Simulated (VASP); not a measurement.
Input:

```
CELL_PARAMETERS angstrom
      0.00000     2.48370     2.48370
      2.48370     0.00000     2.48370
      2.48370     2.48370     0.00000
ATOMIC_POSITIONS crystal
  Be 0.00000 0.00000 0.00000
  S  0.25000 0.25000 0.25000
```

Method: PBE GGA, VASP's PBE PAW potentials (set 64) (plane waves; VASP). Settings: 550 eV cut-off, 8×8×8 Γ-centred mesh, Gaussian smearing of 0.050 eV, potentials Be S.

Question: Predict the energy per atom (σ→0), pressure, band gap (on the k-mesh) with the smallest direct gap where there is one.

Answer: 
```yaml
band gap (on the k-mesh): 3.26 eV
smallest direct gap (on the k-mesh): 5.29 eV
energy per atom (σ→0): -4.994 eV/atom
pressure: -4.62 GPa
```

Total energies compare only between runs with the same potentials, cut-off and functional.

The compound is BeS in the zinc blende structure. The cell was not relaxed at this level. The run is one of a series of settings (ENCUT = 550 against the base run), some of them coarse on purpose.
